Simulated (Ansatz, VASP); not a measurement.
# MgScF3: VASP beside Ansatz

```
Sc Mg F
1.0
     3.99003    0.00000    0.00000
     0.00000    3.99003    0.00000
     0.00000    0.00000    3.99003
Sc Mg F
1 1 3
Direct
  0.50000 0.50000 0.50000
  0.00000 0.00000 0.00000
  0.50000 0.00000 0.00000
  0.00000 0.50000 0.00000
  0.00000 0.00000 0.50000
```

Alike in both runs: functional r2SCAN; k mesh 5 × 5 × 5; occupations tetrahedron; no spin polarisation; Hubbard terms Sc d U = 1.0 eV.

Ansatz relaxed the structure, and its values are those at the end. VASP's run is a single point on that final structure, the one shown.

|  | VASP | Ansatz |
| --- | --- | --- |
| version | VASP 6.6.1 | Ansatz 0.2.0 |
| potentials or method | VASP PAW PBE potentials, release 64 (Sc_sv, Mg, F) | PAW plane waves |
| plane-wave cutoff (eV) | 520 | 500 |
| valence electrons in the cell | 34 | 42 |

Ansatz gave:

```
gap on the k mesh at the Fermi level (eV) : none
pressure (GPa)                            : 0.0
```

Problem. Which values does VASP return?

Solution. gap on the k mesh at the Fermi level (eV): none; pressure (GPa): -0.8.

The programs project onto different local orbitals, so the same U acts differently. A gap of «none» marks a metal or a gap that the smearing closes. The two sets of potentials don't hold the same shells in valence. Ansatz warned: «band_table_not_solved_further».

Caveats: the PAW data sets were made with another functional, which shifts forces and pressure a little (VASP); U without spin polarisation on a metal has little footing; tetrahedron occupations give inexact forces and stress in metals.
